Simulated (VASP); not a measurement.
Level of theory: PBE GGA, VASP's PBE PAW potentials (set 64) (plane waves; VASP 6.6.1).

The input files of a VASP run:

### INCAR
```
SYSTEM = HgTe
PREC = Accurate
ENCUT = 520
EDIFF = 1E-6
NELM = 100
ALGO = Normal
LREAL = .FALSE.
LASPH = .TRUE.
ISMEAR = 0
SIGMA = 0.05
GGA = PE
LMAXMIX = 6
LWAVE = .FALSE.
LCHARG = .TRUE.
```

### POSCAR
```
HgTe
1
    0.0000000000     3.3273268965     3.3273268965
    3.3273268965     0.0000000000     3.3273268965
    3.3273268965     3.3273268965     0.0000000000
Hg Te
1 1
Direct
  0.0000000000   0.0000000000   0.0000000000
  0.2500000000   0.2500000000   0.2500000000
```

**KPOINTS**
```
Automatic mesh
0
Gamma
6 6 6
0 0 0
```

POTCAR, in this order: Hg Te (PBE.64 set). Program: vasp_std.

Output of the run:

OSZICAR:
```
       N       E                     dE             d eps       ncg     rms          rms(c)
DAV:   1     0.108653539096E+03    0.10865E+03   -0.80805E+03   416   0.119E+03
DAV:   2     0.801745387906E+00   -0.10785E+03   -0.10109E+03   461   0.265E+02
DAV:   3    -0.379745978290E+01   -0.45992E+01   -0.45835E+01   521   0.570E+01
DAV:   4    -0.384384397717E+01   -0.46384E-01   -0.46377E-01   535   0.524E+00
DAV:   5    -0.384411245481E+01   -0.26848E-03   -0.26848E-03   501   0.354E-01    0.655E+00
DAV:   6    -0.364744133909E+01    0.19667E+00   -0.48333E-01   471   0.972E+00    0.531E+00
DAV:   7    -0.364195268995E+01    0.54886E-02   -0.98930E-02   466   0.241E+00    0.209E+00
DAV:   8    -0.364149850169E+01    0.45419E-03   -0.94591E-03   436   0.129E+00    0.536E-01
DAV:   9    -0.364154974432E+01   -0.51243E-04   -0.83169E-04   491   0.349E-01    0.111E-01
DAV:  10    -0.364158328850E+01   -0.33544E-04   -0.96576E-05   452   0.982E-02    0.511E-02
DAV:  11    -0.364159868105E+01   -0.15393E-04   -0.32955E-05   461   0.464E-02    0.246E-02
DAV:  12    -0.364159766521E+01    0.10158E-05   -0.40864E-06   496   0.161E-02    0.150E-02
DAV:  13    -0.364159764565E+01    0.19556E-07   -0.28626E-07   243   0.408E-03
   1 F= -.36415976E+01 E0= -.36414191E+01  d E =-.357089E-03
```

### OUTCAR
```
------------------------ aborting loop because EDIFF is reached ----------------------------------------
  FORCE on cell =-STRESS in cart. coord.  units (eV):
  Direction    XX          YY          ZZ          XY          YZ          ZX
  --------------------------------------------------------------------------------------
  Total        0.0155475      0.0155475      0.0155475      0.0000000     -0.0000000      0.0000000
  in kB        0.3381070      0.3381070      0.3381070      0.0000000     -0.0000000      0.0000000
  external PRESSURE =       0.3381070 kB  Pullay stress =       0.0000000 kB
  volume of cell :       73.67
      direct lattice vectors                 reciprocal lattice vectors
     0.000000000  3.327326896  3.327326896    -0.150270778  0.150270778  0.150270778
     3.327326896  0.000000000  3.327326896     0.150270778 -0.150270778  0.150270778
     3.327326896  3.327326896  0.000000000     0.150270778  0.150270778 -0.150270778
 POSITION                                       TOTAL-FORCE (eV/Angst)
 -----------------------------------------------------------------------------------
      0.00000      0.00000      0.00000         0.000000     -0.000000     -0.000000
      1.66366      1.66366      1.66366        -0.000000      0.000000      0.000000
 -----------------------------------------------------------------------------------
    total drift:                               -0.000000     -0.000000     -0.000000
  FREE ENERGIE OF THE ION-ELECTRON SYSTEM (eV)
  ---------------------------------------------------
  free  energy   TOTEN  =        -3.6415976457 eV

  energy  without entropy=       -3.6412405570  energy(sigma->0) =       -3.64141910
```
(Selected blocks of OUTCAR.)

The compound is HgTe in the zinc blende structure. It was relaxed first, which changed the volume by +9 %.
